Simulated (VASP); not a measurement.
# Absorption of ZnO (zincite) from time-dependent hybrids

Aim: the absorption of ZnO (zincite) from time-dependent DFT with and without exact exchange. The cell is of the wurtzite type, one of the forms listed for this formula. The start is a cell from a database of measured crystal structures.

Main program and level: VASP 6.6.1; LDA; plane waves and PAW (Zn, O), in the first sound run; inputs show where later runs differ.

Most raw output is cut from this account.

## Step 1: Set-up

It takes space group P6_3mc (No. 186, hexagonal). The conventional cell has a = 3.249 Å, b = 3.249 Å, c = 5.206 Å, α = 90.00°, β = 90.00°, γ = 120.00°. Nearest to Zn lie 4 O at 1.97 to 1.98 Å. O has 4 Zn at 1.97 to 1.98 Å nearest. Farther neighbours and most contacts between anions are not listed.

## Step 2: Ground state at LDA

Many-body steps start from the orbitals of a self-consistent run, here LDA. A small SIGMA keeps every occupation at zero or full.

Input file INCAR:

```
SYSTEM = ZnO
PREC = Accurate
ENCUT = 420
EDIFF = 1E-08
NELM = 100
ISMEAR = 0
SIGMA = 0.01
LREAL = .FALSE.
ALGO = Normal
GGA = CA
NBANDS = 24
LORBIT = 11
LWAVE = .TRUE.
LCHARG = .FALSE.
KPAR = 8
```

Input file POSCAR:

```
ZnO
1.0
    3.2493080000      0.0000000000      0.0000000000
   -1.6246540000      2.8139832727      0.0000000000
    0.0000000000      0.0000000000      5.2057090000
Zn O
2 2
Direct
    0.6666666667      0.3333333333      0.0000000000
    0.3333333333      0.6666666667      0.5000000000
    0.3333333333      0.6666666667      0.8790100000
    0.6666666667      0.3333333333      0.3790100000
```

Input file KPOINTS:

```
Automatic mesh
0
Gamma
6 6 4
0 0 0
```

Potentials, in the order of the species: Zn and O (PBE family, release 64).

Command:

```
> mpirun -np 8 vasp_std
```

Elapsed: 2.8 s, on 8 MPI ranks of AMD EPYC 9R45, shared host; peak memory 1 GiB; 16 s of CPU time.

The gap is read on the k-mesh alone, so it is an upper bound where the band edges lie off the mesh. The PAW data sets were made with PBE, though LDA sets exist; this is a small mismatch.

A gap read on the k-mesh alone can miss the band edges.

Numbers from this step:

- free energy (TOTEN): -21.19 eV
- Fermi energy: 0.8204 eV
- pressure: -9.022 GPa
- gap on the k-mesh: 0.7318 eV
- least direct gap on the k-mesh: 0.7318 eV

## Step 3: Empty bands, functional LDA

ALGO = Exact diagonalises the converged Hamiltonian in one step, and LOPTICS writes the k-derivatives of the orbitals (WAVEDER), which give the transition dipoles.

Input file INCAR:

```
SYSTEM = ZnO
PREC = Accurate
ENCUT = 420
ISMEAR = 0
SIGMA = 0.01
LREAL = .FALSE.
GGA = CA
NBANDS = 40
ALGO = Exact
NELM = 1
LWAVE = .TRUE.
LCHARG = .FALSE.
LOPTICS = .TRUE.
NEDOS = 1000
CSHIFT = 0.1
```

POSCAR is that of step 2.

KPOINTS is that of step 2.

Command:

```
> mpirun -np 8 vasp_std
```

Elapsed: 7.4 s, on 8 MPI ranks; peak memory 1.2 GiB; 46 s of CPU time.

Numbers from this step:

| Property | Result |
| --- | --- |
| gap on the k-mesh | 0.7317 eV |
| least direct gap on the k-mesh | 0.7317 eV |

WAVECAR now holds 40 bands for 36 electrons. Its independent-particle dielectric tensor has xx, yy, zz = 9.0, 9.0, 8.1 on this mesh, which isn't tested for convergence in mesh or bands and lacks local fields.

## Step 4: Casida equation on LDA

This step: time-dependent LDA, Casida form; plane waves and PAW (Zn, O) (VASP 6.6.1).

The Casida equation, in the Tamm-Dancoff approximation (ANTIRES = 0), couples the pairs by a local exchange-correlation kernel; a semilocal kernel is short-ranged. On this coarse mesh the spectra break into peaks of single stars of k points, and those at the smallest gap weigh too much.

Input file INCAR:

```
SYSTEM = ZnO
PREC = Accurate
ENCUT = 420
ISMEAR = 0
SIGMA = 0.01
LREAL = .FALSE.
GGA = CA
NBANDS = 40
ALGO = TDHF
NBANDSO = 5
NBANDSV = 5
OMEGAMAX = 25
NEDOS = 1000
CSHIFT = 0.1
PRECFOCK = Fast
LWAVE = .FALSE.
LCHARG = .FALSE.
ANTIRES = 0
LFXC = .TRUE.
LADDER = .FALSE.
```

POSCAR is that of step 3.

KPOINTS is that of step 3.

Command:

```
> mpirun -np 8 vasp_std
```

Run time: 12 s. Hardware: 8 MPI ranks; peak memory 2 GiB; 78 s of CPU time.

This step gave:

| Quantity | Value |
| --- | --- |
| lowest excitation | 0.7346 eV |

The imaginary dielectric function has structure finer than the step of the table below, so its rows give means over 1 eV, whole bins alone (the curve runs from 0 to 25 eV). Peaks (eV: height): xx 0.8: 16.1, 2.0: 3.50, 3.2: 3.77, 4.8: 3.76, 6.4: 5.67, 10.5: 3.94; zz 0.8: 14.5, 2.5: 6.16, 3.3: 4.76, 5.2: 4.88, 6.8: 5.88, 7.4: 5.57, 9.1: 4.14.

From 5 filled and 5 empty bands alone, without any pair above OMEGAMAX = 25 eV, so strength is missing wherever others contribute; lines are broadened by CSHIFT, which also makes the tail under the first line. The imaginary dielectric function by photon energy; means over each step:

| photon energy (eV) | xx | zz |
| --- | --- | --- |
| 1 | 4.30 | 3.93 |
| 2 | 1.66 | 1.10 |
| 3 | 1.61 | 2.15 |
| 4 | 0.895 | 0.724 |
| 5 | 2.26 | 2.58 |
| 6 | 2.01 | 1.03 |
| 7 | 2.75 | 4.04 |
| 8 | 1.86 | 1.33 |
| 9 | 2.15 | 2.50 |
| 10 | 3.13 | 1.56 |
| 11 | 2.84 | 2.30 |
| 12 | 2.19 | 1.87 |
| 13 | 0.983 | 0.980 |
| 14 | 0.345 | 0.327 |
| 15 | 0.0397 | 0.0425 |
| 16 | 0.0208 | 0.0191 |
| 17 | 0.0136 | 0.0122 |
| 18 | 0.00979 | 0.00861 |
| 19 | 0.00741 | 0.00649 |
| 20 | 0.00582 | 0.00510 |
| 21 | 0.00467 | 0.00409 |
| 22 | 0.00383 | 0.00337 |
| 23 | 0.00320 | 0.00281 |
| 24 | 0.00270 | 0.00237 |

The lowest excitation lies at 0.735 eV, +3 meV against the direct gap of these orbitals. Peak heights aren't converged with the mesh, least of all at the onset.

## Step 5: Random-phase approximation on LDA

This step: RPA spectrum on LDA; plane waves and PAW (Zn, O) (VASP 6.6.1).

With the exchange-correlation kernel off, only the local fields remain: the random-phase approximation.

INCAR, as its differences from that of step 4:

```diff
@@ -18,3 +18,3 @@
 ANTIRES = 0
-LFXC = .TRUE.
+LFXC = .FALSE.
 LADDER = .FALSE.
```

POSCAR is that of step 4.

KPOINTS is that of step 4.

Command:

```
> mpirun -np 8 vasp_std
```

Elapsed: 12 s, on 8 MPI ranks; peak memory 1.9 GiB; 78 s of CPU time.

This step gave:

| Item | Value |
| --- | --- |
| lowest excitation | 0.7359 eV |

The imaginary dielectric function has structure finer than the step of the table below, so its rows give means over 0.5 eV, whole bins alone (the curve runs from 0 to 25 eV). Peaks (eV: height): xx 0.75: 16.0, 2.00: 3.41, 3.18: 3.71, 5.18: 3.48, 6.43: 5.38, 10.46: 3.95; zz 0.80: 14.4, 2.50: 6.04, 3.25: 4.59, 5.18: 4.84, 6.88: 5.67, 7.43: 5.85, 9.21: 4.18.

From 5 filled and 5 empty bands alone, without any pair above OMEGAMAX = 25 eV, so strength is missing wherever others contribute; lines are broadened by CSHIFT, which also makes the tail under the first line. The imaginary dielectric function by photon energy; means over each step:

| photon energy (eV) | xx | zz |
| --- | --- | --- |
| 0.5 | 4.78 | 2.46 |
| 1.0 | 4.12 | 5.44 |
| 1.5 | 0.490 | 0.404 |
| 2.0 | 1.85 | 0.438 |
| 2.5 | 1.65 | 2.96 |
| 3.0 | 1.85 | 1.44 |
| 3.5 | 1.25 | 1.61 |
| 4.0 | 0.892 | 0.406 |
| 4.5 | 1.12 | 1.66 |
| 5.0 | 2.86 | 3.17 |
| 5.5 | 1.16 | 1.23 |
| 6.0 | 1.37 | 0.559 |
| 6.5 | 3.63 | 2.84 |
| 7.0 | 2.61 | 4.11 |
| 7.5 | 2.03 | 3.25 |
| 8.0 | 1.83 | 0.926 |
| 8.5 | 2.06 | 1.80 |
| 9.0 | 2.22 | 2.74 |
| 9.5 | 2.78 | 2.25 |
| 10.0 | 2.88 | 1.43 |
| 10.5 | 3.54 | 2.04 |
| 11.0 | 3.21 | 2.05 |
| 11.5 | 2.26 | 2.27 |
| 12.0 | 2.26 | 1.57 |
| 12.5 | 1.94 | 2.30 |
| 13.0 | 0.703 | 0.826 |
| 13.5 | 0.972 | 0.570 |
| 14.0 | 0.244 | 0.320 |
| 14.5 | 0.0668 | 0.137 |
| 15.0 | 0.0403 | 0.0423 |
| 15.5 | 0.0279 | 0.0258 |
| 16.0 | 0.0212 | 0.0191 |
| 16.5 | 0.0169 | 0.0152 |
| 17.0 | 0.0140 | 0.0131 |
| 17.5 | 0.0117 | 0.0104 |
| 18.0 | 0.0100 | 0.00882 |
| 18.5 | 0.00864 | 0.00760 |
| 19.0 | 0.00756 | 0.00664 |
| 19.5 | 0.00666 | 0.00585 |
| 20.0 | 0.00592 | 0.00519 |
| 20.5 | 0.00529 | 0.00465 |
| 21.0 | 0.00476 | 0.00417 |
| 21.5 | 0.00431 | 0.00376 |
| 22.0 | 0.00391 | 0.00343 |
| 22.5 | 0.00356 | 0.00312 |
| 23.0 | 0.00326 | 0.00286 |
| 23.5 | 0.00299 | 0.00262 |
| 24.0 | 0.00275 | 0.00240 |
| 24.5 | 0.00254 | 0.00224 |

The lowest excitation lies at 0.736 eV, +4 meV against the direct gap of these orbitals. Peak heights aren't converged with the mesh, least of all at the onset.

## Step 6: Orbitals for ground state at HSE06

This step: LDA; plane waves and PAW (Zn, O) (VASP 6.6.1).

A hybrid converges faster from good orbitals, so a cheap LDA run writes WAVECAR first.

Input file INCAR:

```
SYSTEM = ZnO
PREC = Accurate
ENCUT = 420
EDIFF = 1E-05
NELM = 100
ISMEAR = 0
SIGMA = 0.01
LREAL = .FALSE.
ALGO = Normal
GGA = CA
NBANDS = 24
LORBIT = 11
LWAVE = .TRUE.
LCHARG = .FALSE.
KPAR = 8
```

POSCAR is that of step 5.

KPOINTS is that of step 5.

Command:

```
> mpirun -np 8 vasp_std
```

Run time: 2.2 s. Hardware: 8 MPI ranks; peak memory 0.98 GiB.

This step gave:

| Item | Value |
| --- | --- |
| Fermi energy | 0.8264 eV |
| pressure | -9.205 GPa |
| gap on the k-mesh | 0.7309 eV |
| least direct gap on the k-mesh | 0.7309 eV |

The run ends at a pressure of -9.21 GPa, with forces up to 0.056 eV/Å.

## Step 7: Ground state at HSE06

This step: HSE06; plane waves and PAW (Zn, O) (VASP 6.6.1).

The orbitals come from a self-consistent HSE06 run. EDIFF is tight for accurate orbitals, and a narrow smearing avoids fractional occupations.

Input file INCAR:

```
SYSTEM = ZnO
PREC = Accurate
ENCUT = 420
EDIFF = 1E-08
NELM = 100
ISMEAR = 0
SIGMA = 0.01
LREAL = .FALSE.
ALGO = Normal
LHFCALC = .TRUE.
AEXX = 0.25
GGA = PE
HFSCREEN = 0.2
LASPH = .TRUE.
NBANDS = 24
PRECFOCK = Fast
LORBIT = 11
LWAVE = .TRUE.
LCHARG = .FALSE.
KPAR = 8
```

POSCAR is that of step 6.

KPOINTS is that of step 6.

The run starts from files that an earlier step left in the folder.

Command:

```
> mpirun -np 8 vasp_std
```

Elapsed: 5.3 min, on 8 MPI ranks; peak memory 1.9 GiB.

The PAW data sets were made with PBE, which is usual practice but a small mismatch for other functionals.

This step gave:

* free energy (TOTEN): -22.79 eV
* Fermi energy: -0.0071 eV
* gap on the k-mesh: 2.499 eV
* least direct gap on the k-mesh: 2.499 eV

## Step 8: Empty bands, functional HSE06

Input file INCAR:

```
SYSTEM = ZnO
PREC = Accurate
ENCUT = 420
ISMEAR = 0
SIGMA = 0.01
LREAL = .FALSE.
LHFCALC = .TRUE.
AEXX = 0.25
GGA = PE
HFSCREEN = 0.2
LASPH = .TRUE.
NBANDS = 40
PRECFOCK = Fast
ALGO = Exact
NELM = 1
LWAVE = .TRUE.
LCHARG = .FALSE.
LOPTICS = .TRUE.
NEDOS = 1000
CSHIFT = 0.1
```

POSCAR is that of step 7.

KPOINTS is that of step 7.

The WAVECAR or CHGCAR of an earlier step is read.

Command:

```
> mpirun -np 8 vasp_std
```

It took 22 min on 8 MPI ranks; peak memory 2.4 GiB; 2.5 h of CPU time.

## Step 9: Casida equation on HSE06

This step: time-dependent HSE06, Casida form; plane waves and PAW (Zn, O) (VASP 6.6.1).

The Casida equation, in the Tamm-Dancoff approximation (ANTIRES = 0), couples the pairs by a local exchange-correlation kernel and by exact exchange, which attracts electron and hole.

Input file INCAR:

```
SYSTEM = ZnO
PREC = Accurate
ENCUT = 420
ISMEAR = 0
SIGMA = 0.01
LREAL = .FALSE.
LHFCALC = .TRUE.
AEXX = 0.25
GGA = PE
HFSCREEN = 0.2
LASPH = .TRUE.
NBANDS = 40
PRECFOCK = Fast
ALGO = TDHF
NBANDSO = 5
NBANDSV = 5
OMEGAMAX = 25
NEDOS = 1000
CSHIFT = 0.1
LWAVE = .FALSE.
LCHARG = .FALSE.
ANTIRES = 0
LFXC = .TRUE.
LADDER = .TRUE.
```

POSCAR is that of step 8.

KPOINTS is that of step 8.

The WAVECAR or CHGCAR of an earlier step is read.

Command:

```
> mpirun -np 8 vasp_std
```

The job ended after 17 s (8 MPI ranks; peak memory 2.7 GiB).

Numbers from this step:

| Item | Value |
| --- | --- |
| lowest excitation | 2.455 eV |
| direct gap less the lowest excitation | 0.04430 eV |

The imaginary dielectric function has structure finer than the step of the table below, so its rows give means over 1 eV, whole bins alone (the curve runs from 0 to 25 eV). Peaks (eV: height): xx 3.6: 3.07, 4.8: 3.79, 6.6: 4.79, 8.3: 4.75, 10.2: 2.98, 11.8: 3.35, 12.3: 3.49; zz 2.5: 3.03, 4.1: 6.27, 4.9: 3.62, 6.6: 4.47, 8.5: 6.38, 8.8: 4.06, 11.3: 2.88.

From 5 filled and 5 empty bands alone, without any pair above OMEGAMAX = 25 eV, so strength is missing wherever others contribute; lines are broadened by CSHIFT, which also makes the tail under the first line. Imaginary dielectric function against photon energy; means over each step:

| photon energy (eV) | xx | zz |
| --- | --- | --- |
| 1 | 0.0232 | 0.0212 |
| 2 | 0.590 | 0.425 |
| 3 | 0.556 | 0.592 |
| 4 | 1.45 | 1.82 |
| 5 | 1.31 | 1.19 |
| 6 | 1.06 | 1.16 |
| 7 | 1.99 | 2.06 |
| 8 | 2.26 | 1.79 |
| 9 | 2.03 | 2.72 |
| 10 | 1.56 | 1.26 |
| 11 | 1.93 | 1.84 |
| 12 | 2.78 | 1.37 |
| 13 | 1.96 | 1.72 |
| 14 | 1.49 | 1.42 |
| 15 | 0.793 | 0.954 |
| 16 | 0.380 | 0.277 |
| 17 | 0.0458 | 0.114 |
| 18 | 0.0194 | 0.0192 |
| 19 | 0.0116 | 0.0108 |
| 20 | 0.00828 | 0.00764 |
| 21 | 0.00629 | 0.00576 |
| 22 | 0.00496 | 0.00452 |
| 23 | 0.00401 | 0.00364 |
| 24 | 0.00331 | 0.00300 |

Some of the lowest 40 states alone, with states under 2.5 meV apart joined, scaled to the strongest line shown. Exciton lines, with heights relative to the strongest:

| position (eV) | lines merged | oscillator strength |
| --- | --- | --- |
| 2.455 | 2 | 84 |
| 2.517 | 1 | 42 |
| 3.326 | 2 | 0.0 |
| 3.621 | 2 | 80 |
| 3.648 | 2 | 0.4 |
| 4.060 | 1 | 86 |
| 4.063 | 2 | 66 |
| 4.077 | 1 | 0.0 |
| 4.097 | 2 | 0.0 |
| 4.113 | 1 | 0.0 |
| 4.140 | 2 | 0.2 |
| 4.181 | 2 | 0.0 |
| 4.189 | 1 | 0.0 |
| 4.239 | 2 | 0.0 |
| 4.262 | 2 | 0.0 |
| 4.484 | 1 | 1.8 |
| 4.497 | 1 | 0.4 |
| 4.816 | 2 | 100 |
| 4.867 | 1 | 0.0 |
| 4.876 | 2 | 0.4 |
| 4.881 | 2 | 0.0 |
| 4.896 | 1 | 0.0 |
| 4.906 | 2 | 0.0 |
| 4.909 | 1 | 0.0 |
| 4.917 | 1 | 0.0 |

The lowest excitation lies at 2.455 eV, -44 meV against the direct gap of these orbitals. No second mesh in this session tests these energies, peaks and heights, and most of the distance from the gap can be the mesh's own exchange term.

## Step 10: Random-phase approximation on HSE06

This step: RPA spectrum on HSE06; plane waves and PAW (Zn, O) (VASP 6.6.1).

INCAR, as its differences from that of step 9:

```diff
@@ -22,3 +22,3 @@
 ANTIRES = 0
-LFXC = .TRUE.
-LADDER = .TRUE.
+LFXC = .FALSE.
+LADDER = .FALSE.
```

POSCAR is that of step 9.

KPOINTS is that of step 9.

Command:

```
> mpirun -np 8 vasp_std
```

Wall time 13 s (8 MPI ranks); peak memory 2.7 GiB.

Numbers from this step:

```
lowest excitation : 2.503 eV
```

The imaginary dielectric function has structure finer than the step of the table below, so its rows give means over 1 eV, whole bins alone (the curve runs from 0 to 25 eV). Peaks (eV: height): xx 7.2: 2.75, 8.6: 3.77, 9.5: 3.06, 10.4: 3.08, 11.9: 2.88, 12.5: 3.35, 13.1: 3.55; yy 7.2: 2.75, 8.6: 3.78, 9.5: 3.06, 10.4: 3.08, 11.9: 2.88, 12.5: 3.35, 13.1: 3.54; zz 4.2: 3.46, 5.1: 3.40, 7.2: 3.76, 8.6: 3.75, 9.0: 5.36, 9.5: 5.65, 11.3: 3.32.

From 5 filled and 5 empty bands alone, without any pair above OMEGAMAX = 25 eV, so strength is missing wherever others contribute; lines are broadened by CSHIFT, which also makes the tail under the first line. Table of imaginary dielectric function by photon energy; means over each step:

| photon energy (eV) | xx | yy | zz |
| --- | --- | --- | --- |
| 1 | 0.0160 | 0.0160 | 0.0147 |
| 2 | 0.338 | 0.338 | 0.227 |
| 3 | 0.440 | 0.440 | 0.504 |
| 4 | 0.980 | 0.980 | 1.08 |
| 5 | 1.05 | 1.05 | 1.10 |
| 6 | 0.591 | 0.591 | 0.517 |
| 7 | 1.79 | 1.79 | 2.04 |
| 8 | 1.21 | 1.21 | 0.593 |
| 9 | 2.59 | 2.59 | 3.47 |
| 10 | 1.76 | 1.77 | 1.48 |
| 11 | 1.77 | 1.77 | 2.02 |
| 12 | 2.23 | 2.23 | 1.68 |
| 13 | 2.90 | 2.90 | 1.75 |
| 14 | 2.15 | 2.16 | 1.73 |
| 15 | 1.62 | 1.62 | 1.82 |
| 16 | 0.684 | 0.671 | 0.490 |
| 17 | 0.0847 | 0.0841 | 0.216 |
| 18 | 0.0280 | 0.0265 | 0.0354 |
| 19 | 0.0156 | 0.0155 | 0.0149 |
| 20 | 0.0108 | 0.0107 | 0.00996 |
| 21 | 0.00797 | 0.00794 | 0.00724 |
| 22 | 0.00615 | 0.00612 | 0.00557 |
| 23 | 0.00489 | 0.00489 | 0.00442 |
| 24 | 0.00398 | 0.00398 | 0.00360 |

The lowest excitation lies at 2.503 eV, +4 meV against the direct gap of these orbitals. Peak heights aren't converged with the mesh, least of all at the onset.

## Step 11: Summary

This step: time-dependent LDA, HSE06; plane waves and PAW (VASP 6.6.1).

No new run; the numbers come from the runs before.

Cost is wall time times ranks on a shared host, for this step alone, without the steps before it. Excitations by level:

| level | first excitation (eV) | cost (core minutes) |
| --- | --- | --- |
| Casida equation on LDA | 0.7346 | 1.63 |
| random phases on LDA | 0.7359 | 1.6 |
| Casida equation on HSE06 | 2.455 | 2.29 |
| random phases on HSE06 | 2.503 | 1.73 |

## Step 12: Summary of results

```json
{
  "Casida equation on LDA": "lowest vertical excitation 0.735 eV; direct gap 0.732 eV",
  "RPA on LDA": "lowest vertical excitation 0.736 eV; direct gap 0.732 eV",
  "Casida equation on HSE06": "lowest vertical excitation 2.455 eV; direct gap 2.499 eV",
  "RPA on HSE06": "lowest vertical excitation 2.503 eV; direct gap 2.499 eV"
}
```

What this shows: Time-dependent HSE06 puts the lowest vertical singlet excitation at 2.455 eV, 0.04 eV below the direct gap of 2.499 eV; the states within 10 meV of it carry 55 % of the strength of the strongest such group among the lowest 40 states. The exchange-correlation kernel and the attraction move the centre of weight of eps2 xx over the computed range by -0.97 eV against the run in the random-phase approximation on HSE06. The LDA kernel binds nothing: its lowest excitation, 0.735 eV, sits at the direct gap of 0.732 eV. For the hybrids, on a mesh this coarse most of the distance from the gap can come from the q = 0 term of the exact exchange, which falls with the number of k points, so it doesn't show which functional binds an exciton. These are vertical excitations; an indirect gap can lie lower. The spectra were run on one mesh, so the distance from the gap isn't shown to be converged; coarse meshes tend to overstate it. Direct gaps by functional: 0.732 eV at LDA and 2.499 eV at HSE06. Exact exchange widens them. Only the bands set by NBANDSO and NBANDSV form pairs, and any pair above OMEGAMAX = 25 eV is dropped, so the spectrum is that of this window; the window can cut degenerate bands, and the ratio of directions in the curves is that of the window, not of the crystal. The given cell is kept, although it stands at -9.0 GPa at LDA and ENCUT = 420 eV, which holds the mismatch of the given cell with this functional and any basis-set error. Not tabulated here, as repeats of values shown or as unfit to read for their mesh, reference level or band range: eps2 curves (empty bands); eps1 curves and static values (Casida equation, empty bands, random phases); line lists of runs without attraction (Casida equation, random phases); gaps (empty bands).

[Lines on the potential files, build, host, timing and source positions are cut from VASP's logs without a mark.]

[Logs are printed without paths, hosts, clocks, repeated set-up lines and the standing remarks that a program may print on its own settings, such as how far it seeks lower states.]

[Hosts, paths, dates, database ids (printed as entryN), source tags and the programs' standing remarks are cut or masked in the printed files.]

[Pressures printed for these runs are not shown converged in the cutoff: they can be off by several GPa and have the wrong sign.]
